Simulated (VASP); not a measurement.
Write the native input for VASP 6.6.1 that does the following.

```
Task                   : single point
Functional             : PBE
Dispersion             : D3(BJ)
Potentials or basis    : VASP PAW PBE potentials, release 64 (O, H, Mg, Cl)
Cutoff                 : 520 eV
k mesh                 : 1 × 1 × 1
Occupations            : fermi-dirac, width 0.02 eV
Spin                   : no spin polarisation
Dipole correction      : no
Further INCAR settings : LREAL = Auto; ALGO = Fast; EDIFF = 1e-07; NBANDS = 48
```

The structure of MgH12Cl2O6 lies in POSCAR:

```
MgH12Cl2O6
1.0
    6.4680880000      0.0000000000      0.0000000000
    0.0000000000      6.4680880000      0.0000000000
    0.0000000000      0.0000000000      6.4680880000
O H Mg Cl
6 12 1 2
Direct
    0.7966341831      1.0419926260      0.5901898675
    0.4959889228      0.3960985070      0.5723329676
    0.1397476348      0.1119341605      0.0608835254
    0.0828529235      0.3511547771      0.4600741363
    0.3037373641      0.7588332132      1.0750935980
    0.7780815598     -0.2349998949      0.8759775686
    0.6522020109      1.0728054411      0.5513375823
    0.8730400700      1.1671146094      0.5759816502
    0.3808235138      0.3185949233      0.5219316744
    0.5348875897      0.4795853118      0.4432376307
    0.0701907581      0.1002460078     -0.0670368121
    0.2777946126      0.1806407087      0.0310292624
    0.0908923935      0.2908432909      0.3205120277
    0.0866098297      0.4987408953      0.4398672374
    0.2351081185      0.9006061760      1.0883432631
    0.3021758517      0.7055717238      1.2080540648
    0.8748180297     -0.3475679366      0.8974213090
    0.8280654190     -0.1228492871      0.7776177442
    0.4939172132      0.6527122080      0.8383157434
    0.3531801052      0.8742305299      0.5727040201
    0.5507346220      0.3319528120      0.0280763032
```

The cell was built by a generator and needn't be a form met in nature.

One way to write it, as run:

INCAR

```
ALGO = Fast
EDIFF = 1E-7
ENCUT = 520
GGA = PE
ISIF = 2
ISMEAR = -1
IVDW = 12
LASPH = T
LCHARG = F
LREAL = Auto
LWAVE = F
NBANDS = 48
NELM = 100
PREC = Accurate
SIGMA = 0.02
```

KPOINTS

```
k-points
0
Gamma
  1 1 1
```

Potentials or basis: VASP PAW PBE potentials, release 64 (O, H, Mg, Cl).

The run is started by

```console
$ cat potpaw_PBE.64/O/POTCAR potpaw_PBE.64/H/POTCAR potpaw_PBE.64/Mg/POTCAR potpaw_PBE.64/Cl/POTCAR > POTCAR
$ mpirun -np 1 vasp_gam > vasp.out
```

Results of the run:

The pressure is 0.7 GPa, the largest force is 3.498 eV/Å and the band gap on the k mesh is 3.99 eV, direct. The dispersion energy per atom is -0.051 eV.

It took 21 s on 1 thread of Intel(R) Xeon(R) Platinum 8488C (Sapphire Rapids) (shared host), peak memory 0.33 GiB.
